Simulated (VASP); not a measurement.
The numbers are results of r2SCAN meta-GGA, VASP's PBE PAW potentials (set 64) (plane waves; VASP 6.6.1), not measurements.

VASP ran on this input.

KPOINTS:
```
Automatic mesh
0
Gamma
5 7 4
0 0 0
```

### POSCAR
```
MgZn3S4
1
    6.3007126669     0.0000000000    -0.0000928936
    0.0000000000     3.8504185236     0.0000000000
   -0.0053585027     0.0000000000     6.6810735683
Mg Zn S
1 3 4
Direct
  0.5006983794   0.0000000000   0.6665163578
  0.4988425150   0.5000000000   0.1668390912
  0.9992717128   0.5000000000   0.8365357897
  0.9986836928   0.0000000000   0.3297751383
  0.1135765498   0.0000000000   0.6654223397
  0.1271787198   0.5000000000   0.1673712662
  0.6301944684   0.5000000000   0.8430298342
  0.6276539622   0.0000000000   0.3244101830
```

### INCAR
```
SYSTEM  =  MgZn3S4
PREC  =  Accurate; ENCUT  =  400; LREAL  =  F
LASPH  =  T; NBANDS  =  111
EDIFF  =  1E-7; NELM  =  100; ALGO  =  Normal
LMAXMIX  =  4; LMIXTAU  =  T
ISMEAR  =  0; SIGMA  =  0.01
METAGGA  =  R2SCAN
LWAVE  =  F; LCHARG  =  F; NEDOS  =  1001
LOPTICS  =  T; LPEAD  =  T; CSHIFT  =  0.1
```

POTCAR, in this order: Mg Zn S (PBE.64 set). Program: vasp_std.

The dielectric response may not be converged in the k-mesh; for small gaps it tends to come out too large.

### Question
What does the run give for the energy per atom (σ→0), band gap (on the k-mesh)?

### Answer

The energy per atom (σ→0) is -8.993 eV/atom and the band gap (on the k-mesh) comes out as 2.97 eV.

### OSZICAR
```
...
DAV:  18    -0.719448105407E+02    0.22656E-05   -0.59745E-07 10832   0.267E-03    0.314E-03
DAV:  19    -0.719448114519E+02   -0.91120E-06   -0.32272E-07 10336   0.179E-03    0.204E-03
DAV:  20    -0.719448120274E+02   -0.57542E-06   -0.69943E-08  9393   0.101E-03    0.869E-04
DAV:  21    -0.719448123314E+02   -0.30400E-06   -0.10227E-08  6424   0.374E-04    0.661E-04
DAV:  22    -0.719448125039E+02   -0.17255E-06   -0.12135E-08  8505   0.458E-04    0.453E-04
DAV:  23    -0.719448125395E+02   -0.35560E-07   -0.82796E-09  6450   0.286E-04
   1 F= -.71944813E+02 E0= -.71944813E+02  d E =-.129687E-11
 imaginary and real dielectric function
```

The structure comes from a computed database's MgZn3S4 entry (Pm); how it stands against other phases isn't given here. It was relaxed first.
